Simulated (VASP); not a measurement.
Level of theory: PBEsol GGA, VASP's PBE PAW potentials (set 64) (plane waves; VASP).

Input for VASP

**POSCAR**
```
Ta
1
   -1.6419152819     1.6419152819     1.6419152819
    1.6419152819    -1.6419152819     1.6419152819
    1.6419152819     1.6419152819    -1.6419152819
Ta
1
Direct
  0.0000000000   0.0000000000   0.0000000000
```

### INCAR
```
LASPH  =  .TRUE.   # aspherical one-centre terms
LREAL  =  .FALSE.
GGA  =  PS
SIGMA  =  0.1   # width (eV)
SYSTEM  =  Ta
IBRION  =  2   # conjugate gradients
LWAVE  =  .FALSE.
NELM  =  100   # most electronic steps
ENCUT  =  500   # plane-wave cut-off (eV)
ISMEAR  =  1   # Methfessel-Paxton
LMAXMIX  =  6
LCHARG  =  .FALSE.
ALGO  =  Normal
PREC  =  Accurate
NSW  =  40   # most ionic steps
EDIFF  =  1E-6
EDIFFG  =  -0.02   # ionic stop
ISIF  =  3   # ions, shape and volume
```

File KPOINTS:
```
Automatic mesh
0
Gamma
16 16 16
0 0 0
```

POTCAR, in this order: Ta_pv (PBE.64 set). Program: vasp_std.

What VASP printed:

File OSZICAR:
```
       N       E                     dE             d eps       ncg     rms          rms(c)
DAV:   1     0.439886814331E+02    0.43989E+02   -0.64248E+03  2610   0.113E+03
DAV:   2    -0.123888104953E+02   -0.56377E+02   -0.55504E+02  3367   0.243E+02
DAV:   3    -0.130462923789E+02   -0.65748E+00   -0.64946E+00  2992   0.264E+01
DAV:   4    -0.130507364336E+02   -0.44441E-02   -0.44410E-02  2923   0.179E+00
DAV:   5    -0.130507680272E+02   -0.31594E-04   -0.31592E-04  2923   0.129E-01    0.142E+01
DAV:   6    -0.126653161847E+02    0.38545E+00   -0.41973E-01  2707   0.777E+00    0.693E+00
DAV:   7    -0.125483818459E+02    0.11693E+00   -0.33315E-01  2742   0.654E+00    0.392E-01
DAV:   8    -0.125465449375E+02    0.18369E-02   -0.41905E-03  2808   0.847E-01    0.821E-02
DAV:   9    -0.125465229896E+02    0.21948E-04   -0.94539E-05  2827   0.124E-01    0.274E-02
DAV:  10    -0.125465206078E+02    0.23818E-05   -0.39586E-06  3045   0.274E-02    0.434E-03
DAV:  11    -0.125465205646E+02    0.43165E-07   -0.18286E-07  1377   0.584E-03
   1 F= -.12546521E+02 E0= -.12546262E+02  d E =-.125465E+02
```

**OUTCAR**
```
------------------------ aborting loop because EDIFF is reached ----------------------------------------
  FORCE on cell =-STRESS in cart. coord.  units (eV):
  Direction    XX          YY          ZZ          XY          YZ          ZX
  --------------------------------------------------------------------------------------
  Total       -0.0166825     -0.0166825     -0.0166825     -0.0000000      0.0000000      0.0000000
  in kB       -1.5095941     -1.5095941     -1.5095941     -0.0000000      0.0000000      0.0000000
  external PRESSURE =      -1.5095941 kB  Pullay stress =       0.0000000 kB
  volume of cell :       17.71
      direct lattice vectors                 reciprocal lattice vectors
    -1.641915282  1.641915282  1.641915282     0.000000000  0.304522411  0.304522411
     1.641915282 -1.641915282  1.641915282     0.304522411  0.000000000  0.304522411
     1.641915282  1.641915282 -1.641915282     0.304522411  0.304522411  0.000000000
 POSITION                                       TOTAL-FORCE (eV/Angst)
 -----------------------------------------------------------------------------------
      0.00000      0.00000      0.00000         0.000000      0.000000      0.000000
 -----------------------------------------------------------------------------------
    total drift:                                0.000000      0.000000      0.000000
  FREE ENERGIE OF THE ION-ELECTRON SYSTEM (eV)
  ---------------------------------------------------
  free  energy   TOTEN  =       -12.5465205646 eV

  energy  without entropy=      -12.5457455631  energy(sigma->0) =      -12.54626223

 reached required accuracy - stopping structural energy minimisation
```
(Selected blocks of OUTCAR.)

The compound is Ta in the bcc structure. It was relaxed first.
